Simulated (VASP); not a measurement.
Data:

```yaml
crystal:
  lattice:
    - [0.00000, 2.60847, 2.60847]
    - [2.60847, 0.00000, 2.60847]
    - [2.60847, 2.60847, 0.00000]
  atoms:
    - { symbol: Be, position: [0.00000, 0.00000, 0.00000] }
    - { symbol: Se, position: [0.25000, 0.25000, 0.25000] }
```

Calculation: revPBE GGA, VASP's PBE PAW potentials (set 64) (plane waves; VASP). Run with 520 eV cut-off, 8×8×8 Γ-centred mesh, Gaussian smearing of 0.050 eV, potentials Be Se.

**Question.** What does the run give for the energy per atom (σ→0), band gap (on the k-mesh) with the smallest direct gap where there is one?

**Answer.** 
| Quantity | Value |
|---|---|
| band gap (on the k-mesh) | 2.79 eV |
| smallest direct gap (on the k-mesh) | 4.16 eV |
| energy per atom (σ→0) | -4173 meV/atom |

The absolute energy has meaning only against runs of the same code, potentials and settings.

The compound is BeSe in the zinc blende structure. It was relaxed first. The start is the result of an earlier pass.
